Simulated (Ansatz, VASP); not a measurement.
# ZrF3: VASP beside Ansatz

```
Zr F
1.0
     3.08822    0.00000    0.00000
     0.00000    3.08822    0.00000
     0.00000    0.00000    4.44189
Zr F
1 3
Direct
  0.00000 0.00000 0.00000
  0.50000 0.50000 0.76469
  0.00000 0.00000 0.50000
  0.50000 0.50000 0.23531
```

Change from the starting cell: species swapped into the VFe3 type (Cmmm, No. 65).

Alike in both runs: functional PBE; k mesh 16 × 16 × 10; occupations gaussian, width 0.1 eV; no spin polarisation.

Ansatz relaxed the structure, and its values are those at the end. VASP's run is a single point on that final structure, the one shown.

|  | VASP | Ansatz |
| --- | --- | --- |
| version | VASP 6.6.1 | Ansatz 0.2.0 |
| potentials or method | VASP PAW PBE potentials, release 64 (Zr_sv, F) | scalar-relativistic, plane waves, PAW |
| plane-wave cutoff (eV) | 520 | 420 |
| valence electrons in the cell | 33 | 33 |

|  | VASP | Ansatz | Ansatz less VASP |
| --- | --- | --- | --- |
| gap on the k mesh at the Fermi level (eV) | none | none | - |
| pressure (GPa) | 0.0 | 0.0 | 0.00 |

A gap of «none» marks a metal or a gap that the smearing closes.

Caveats: an odd number of electrons without spin polarisation forces a metal; a magnetic or distorted state may lie lower.
